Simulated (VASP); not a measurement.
VASP input:

**POSCAR**
```
PtS
1
    0.0000000000     2.7073805545     2.7073805545
    2.7073805545     0.0000000000     2.7073805545
    2.7073805545     2.7073805545     0.0000000000
Pt S
1 1
Direct
  1.0000000000   0.0000000000   0.0000000000
  0.2500000000   0.2500000000   0.2500000000
```

**KPOINTS**
```
Automatic mesh
0
G
  11 11 11
0 0 0
```

**INCAR**
```
# general
SYSTEM   =  PtS
PREC     =  Accurate
ENCUT    =  400
LREAL    =  F   # projection in real space or not
LASPH    =  T   # aspherical one-centre terms

# electronic loop
EDIFF    =  1E-6
NELM     =  100   # most electronic steps
ALGO     =  Normal   # blocked Davidson
LMAXMIX  =  6

# smearing
ISMEAR   =  1   # Methfessel-Paxton
SIGMA    =  0.1

# functional
GGA      =  PE   # PBE

# ions
IBRION   =  2   # conjugate gradients
NSW      =  60   # most ionic steps
ISIF     =  3
EDIFFG   =  -0.01

# output
LWAVE    =  F
LCHARG   =  F
```

POTCAR, in this order: Pt S (PBE.64 set). Program: vasp_std.

### Question
Translate this PBE calculation to Ansatz.

### Answer
One equivalent input (not run):
Ansatz 0.2 input:
```yaml
crystal:
  lattice:
    - [0.0000000, 2.7073806, 2.7073806]
    - [2.7073806, 0.0000000, 2.7073806]
    - [2.7073806, 2.7073806, 0.0000000]
  atoms:
    - { symbol: Pt, position: [1.0000000, 0.0000000, 0.0000000] }
    - { symbol: S, position: [0.2500000, 0.2500000, 0.2500000] }
kpoints:
  mp_grid: { grid: [11, 11, 11] }
hamiltonian:
  xc: pbe
  pseudopotentials: { kind: paw }
scf:
  occupations: { method: methfessel_paxton, width: 0.1 }
  max_iter: 100
relax:
  max_steps: 60
  f_tol: 0.01
  cell: {}
output: { forces: true, stress: true, eigenvalues: true }
```
The two are equivalent in intent, not identical: each code has its own PAW files, so the cut-off isn't converted (ENCUT is set for VASP's; basis.ecutwfc is left out, and Ansatz then takes the one that its files recommend); Ansatz stops its SCF on the density residual and VASP on the energy change (EDIFF).

The structure was generated: PtS was put into the zinc blende type (F-43m), which need not be its known phase. It was relaxed first, which changed the volume by -8 %. The start is the result of an earlier pass.
